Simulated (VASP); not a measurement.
```yaml
crystal:
  lattice:
    - [3.52635, 0.00000, 0.00000]
    - [0.00000, 3.52635, 0.00000]
    - [0.00000, 0.00000, 3.52635]
  atoms:
    - { symbol: Si, position: [0.00000, 0.00000, 0.00000] }
    - { symbol: Ni, position: [0.00000, 0.50000, 0.50000] }
    - { symbol: Ni, position: [0.50000, 0.00000, 0.50000] }
    - { symbol: Ni, position: [0.50000, 0.50000, 0.00000] }
```

Method: r2SCAN+rVV10, VASP's PBE PAW potentials (set 64) (plane waves; VASP). Run with 520 eV cut-off, 9×9×9 Γ-centred mesh, first-order Methfessel-Paxton smearing of 0.10 eV, potentials Si Ni.

**Question.** Give the stress tensor in GPa (positive for a compressed cell).

**Answer.** 
```
-12.28    0.00    0.00
  0.00  -12.28    0.00
  0.00    0.00  -12.28
```
The pressure is its mean diagonal, -12.28 GPa.

The compound is Ni3Si in the L1_2 structure. This cell is one point of a volume scan, at 1.06 of the reference volume. The run is not spin-polarised, so no magnetic state was tried.
